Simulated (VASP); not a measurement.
Method: PBEsol GGA, VASP's PBE PAW potentials (set 64) (plane waves; VASP).

VASP input:

### POSCAR
```
AlN
4.983640
  0.3123860209  -0.5410684586   0.0000000000
  0.3123860209   0.5410684586   0.0000000000
  0.0000000000   0.0000000000   0.9999999143
Al N
2 2
Cartesian
  0.3123860209  -0.1803565136   0.5000300348
  0.3123860209   0.1803565136   0.0000300776
  0.3123860209  -0.1803565136   0.8819698468
  0.3123860209   0.1803565136   0.3819698897
```

File KPOINTS:
```
Automatic mesh
0
Gamma
10 10 6
0 0 0
```

**INCAR**
```
SYSTEM = AlN
PREC = Accurate
ENCUT = 520
EDIFF = 1E-8
NELM = 100
ALGO = Normal
LREAL = .FALSE.
LASPH = .TRUE.
ISMEAR = 0
SIGMA = 0.01
GGA = PS
LWAVE = .FALSE.
LCHARG = .FALSE.
IBRION = 8
NSW = 1
LEPSILON = .TRUE.
```

POTCAR, in this order: Al N (PBE.64 set). Program: vasp_std.

Output

OUTCAR:
```


 HEAD OF MICROSCOPIC STATIC DIELECTRIC TENSOR (INDEPENDENT PARTICLE, excluding Hartree and local field effects)
 ------------------------------------------------------
           4.673377     0.000000     0.000000
           0.000000     4.673377    -0.000000
           0.000000     0.000000     4.887960
 ------------------------------------------------------

 MACROSCOPIC STATIC DIELECTRIC TENSOR (including local field effects in DFT)
 ------------------------------------------------------
           4.487077     0.000000     0.000000
          -0.000000     4.487077    -0.000000
           0.000000     0.000000     4.718755
 ------------------------------------------------------

 PIEZOELECTRIC TENSOR (including local field effects)  for field in x, y, z        (e  Angst)
          XX          YY          ZZ          XY          YZ          ZX
  --------------------------------------------------------------------------------
  x    -0.00000    -0.00000    -0.00000     0.00000     0.00000     0.87169
  y    -0.00000     0.00000     0.00000     0.00000     0.87169     0.00000
  z     0.67189     0.67189    -1.01477     0.00000     0.00000     0.00000

 PIEZOELECTRIC TENSOR (including local field effects)  for field in x, y, z        (C/m^2)
          XX          YY          ZZ          XY          YZ          ZX
  --------------------------------------------------------------------------------
  x    -0.00000    -0.00000    -0.00000     0.00000     0.00000     0.33378
  y    -0.00000     0.00000     0.00000     0.00000     0.33378     0.00000
  z     0.25727     0.25727    -0.38856     0.00000     0.00000     0.00000

 BORN EFFECTIVE CHARGES (including local field effects) (in |e|, cummulative output)
 ---------------------------------------------------------------------------------
 ion    1
    1     2.51184     0.00000    -0.00000
    2     0.00000     2.51184     0.00000
    3     0.00000     0.00000     2.67595
 ion    2
    1     2.51184     0.00000     0.00000
    2     0.00000     2.51184     0.00000
    3     0.00000    -0.00000     2.67595
 ion    3
    1    -2.51184     0.00000     0.00000
    2     0.00000    -2.51184     0.00000
    3     0.00000     0.00000    -2.67595
 ion    4
    1    -2.51184     0.00000     0.00000
    2     0.00000    -2.51184    -0.00000
    3     0.00000     0.00000    -2.67595
```
(Selected blocks of OUTCAR.)

The compound is AlN in the wurtzite structure. It was relaxed first.
